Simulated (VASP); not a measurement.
Consider the following.

```xyz
2
Lattice="3.2719 0.0000 0.0000 0.0000 3.2719 0.0000 0.0000 0.0000 3.2719" Properties=species:S:1:pos:R:3 pbc="T T T"
In    -0.0005     0.0056    -0.0124
Pd     1.6364     1.6304     1.6483
```

The numbers are results of LDA (Ceperley-Alder, Perdew-Zunger), VASP's LDA PAW potentials (set 64) (plane waves; VASP), not measurements. Numerical set-up: 300 eV cut-off, 7×7×7 Γ-centred mesh shifted by (0.5, 0.5, 0.5), first-order Methfessel-Paxton smearing of 0.10 eV, potentials In_d Pd.

At this cut-off the stress carries a Pulay error, which pulls relaxed volumes low.

Q: Which forces act on the atoms, in eV/Å?

A: 
| atom | Fx | Fy | Fz |
|---|---|---|---|
| In1 | 0.003 | -0.039 | 0.086 |
| Pd2 | -0.003 | 0.039 | -0.086 |

Q: Give the stress tensor in GPa (positive for a compressed cell).

A: 
```
-7.20   0.00   0.00
 0.00  -7.21  -0.02
 0.00  -0.02  -7.23
```
The pressure is its mean diagonal, -7.21 GPa.

The structure comes from a computed database's InPd entry; how it stands against other phases isn't given here. The cell was not relaxed at this level, atoms are displaced from their ideal sites. The electron count is odd and the run is not spin-polarised, which forces a metal.
